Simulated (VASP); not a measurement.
Data:

```xyz
2
Lattice="2.9102 0.0000 0.0000 0.0000 2.9102 0.0000 0.0000 0.0000 2.9102" Properties=species:S:1:pos:R:3 pbc="T T T"
Zn     1.4551     1.4551     1.4551
Cu     0.0000     0.0000     0.0000
```

The numbers are results of PBE GGA with D3 dispersion (zero damping), VASP's PBE PAW potentials (set 64) (plane waves; VASP 6.6.1), not measurements. Numerical set-up: 520 eV cut-off, 14×14×14 Γ-centred mesh, tetrahedra with Blöchl corrections, potentials Zn Cu.

**Question.** Estimate the energy per atom (σ→0), band gap (on the k-mesh) with the smallest direct gap where there is one.

**Answer.** 
| Item | Result |
|---|---|
| band gap (on the k-mesh) | none (metal, semimetal or under 0.01 eV) |
| energy per atom (σ→0) | -2.932 eV/atom |

The compound is CuZn in the CsCl type structure. It was relaxed first. The electron count is odd and the run is not spin-polarised, which forces a metal.
